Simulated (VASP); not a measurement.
A convergence study with VASP on AgI (zinc blende): one setting is varied, all else stays as given below, so the limit is that of these other settings. ε∞ is the independent-particle value.

```
AgI
1.0
    0.00000     3.25000     3.25000
    3.25000     0.00000     3.25000
    3.25000     3.25000     0.00000
Ag I
1 1
Direct
  0.00000   0.00000   0.00000
  0.25000   0.25000   0.25000
```

Computed with PBE GGA, VASP's PBE PAW potentials (set 64) (plane waves; VASP 6.6.1). The tightest run used: 550 eV cut-off, 6×6×6 Γ-centred mesh, Gaussian smearing of 0.050 eV, potentials Ag I.

Task: The settings run are NBANDS = 10; NBANDS = 11; NBANDS = 13; NBANDS = 17; NBANDS = 25; NBANDS = 41; NBANDS = 73; NBANDS = 137. From which on does the mean ε∞ stay within 0.3  of the tightest run?

Result: From NBANDS = 17 on: it is off by 0.24 there and by no more than 0.3 in any finer run, while NBANDS = 13 is off by 0.51.
```tsv
setting	mean ε∞	bands	difference judged ()
NBANDS = 10	3.75	10	2.19
NBANDS = 11	4.68	11	1.26
NBANDS = 13	5.44	13	0.51
NBANDS = 17	5.71	17	0.24
NBANDS = 25	5.82	25	0.12
NBANDS = 41	5.88	41	0.06
NBANDS = 73	5.92	73	0.02
NBANDS = 137	5.94	137	0.00
```

Left out are rungs that failed or repeat a setting and relaxations that didn't move; long series are thinned to 24 rows.

The compound is AgI in the zinc blende structure, whereas wurtzite is the usual form. The cell was not relaxed at this level.
